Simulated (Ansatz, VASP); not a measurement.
**Two plane-wave programs on Ca3Be2**

Contents of INCAR:

```
ALGO = Fast ; EDIFF = 1E-6
ENCUT = 520 ; GGA = PE
ISIF = 2 ; ISMEAR = 0
LASPH = True ; LCHARG = False
LREAL = False ; LWAVE = False
NBANDS = 25 ; NELM = 80
PREC = Accurate ; SIGMA = 0.1
```

File KPOINTS:

```
k-points
0
Gamma
  6 6 6
```

Contents of POSCAR:

```
Ca3Be2
1.0
    4.5884519036      2.6491439417      2.9414735114
   -4.5884519036      2.6491439417      2.9414735114
    0.0000000000     -5.2982878834      2.9414735114
Ca Be
3 2
Direct
    0.0000000000      0.5000000000      0.0000000000
    0.0000000000      0.0000000000      0.5000000000
    0.5000000000      0.0000000000      0.0000000000
    0.8928716553      0.8928716553      0.8928716553
    0.1071283447      0.1071283447      0.1071283447
```

Input for Ansatz:

```yaml
crystal:
  lattice:
    - [4.5884519036, 2.6491439417, 2.9414735114]
    - [-4.5884519036, 2.6491439417, 2.9414735114]
    - [0.0, -5.2982878834, 2.9414735114]
  atoms:
    - { symbol: Ca, position: [0.0, 0.5, 0.0] }
    - { symbol: Ca, position: [0.0, 0.0, 0.5] }
    - { symbol: Ca, position: [0.5, 0.0, 0.0] }
    - { symbol: Be, position: [0.8928716553, 0.8928716553, 0.8928716553] }
    - { symbol: Be, position: [0.1071283447, 0.1071283447, 0.1071283447] }
basis:
  ecutwfc: 420
kpoints:
  mp_grid: { grid: [6, 6, 6] }
  band_path:
    path:
      - [[0.0, 0.0, 0.0], [0.5, 0.0, 0.0], [0.5, -0.5, 0.5], [0.3721457, -0.6278543, 0.3721457]]
      - [[0.3721457, 0.3721457, 0.3721457], [0.0, 0.0, 0.0], [0.5, -0.5, 0.0]]
    npoints: 14
hamiltonian:
  xc: pbe
scf:
  occupations: { method: gaussian, width: 0.1 }
  n_extra_bands: 12
output:
  forces: true
  stress: true
  eigenvalues: true
  populations: true
  dos: { projected: true, de: 0.02, nscf_kmesh: { grid: [8, 8, 8] } }
  bader: true
  write_density: true
  write_potential: true
  elf: true
  volumetric_format: npy
```

The cell was built by a generator and needn't be a form met in nature.

Alike in both runs: task single point; functional PBE; k mesh 6 × 6 × 6; occupations gaussian, width 0.1 eV; no spin polarisation.

```csv
,VASP,Ansatz
version,VASP 6.6.1,Ansatz 0.2.0
potentials or method,"VASP PAW PBE potentials, release 64 (Ca_sv, Be)","scalar-relativistic, plane waves, PAW"
plane-wave cutoff (eV),520,420
valence electrons in the cell,34,34
```

|  | VASP | Ansatz | Ansatz less VASP |
| --- | --- | --- | --- |
| gap on the k mesh at the Fermi level (eV) | none | none | - |
| pressure (GPa) | 0.0 | 0.0 | -0.02 |
| rms of the force components (eV/Å) | 0.005 | 0.002 | -0.0032 |

Atom by atom the forces differ by 0.003 eV/Å (rms over components). A gap of «none» marks a metal or a gap that the smearing closes. With one functional, cell and mesh, what is left measures potentials, basis and numerics.
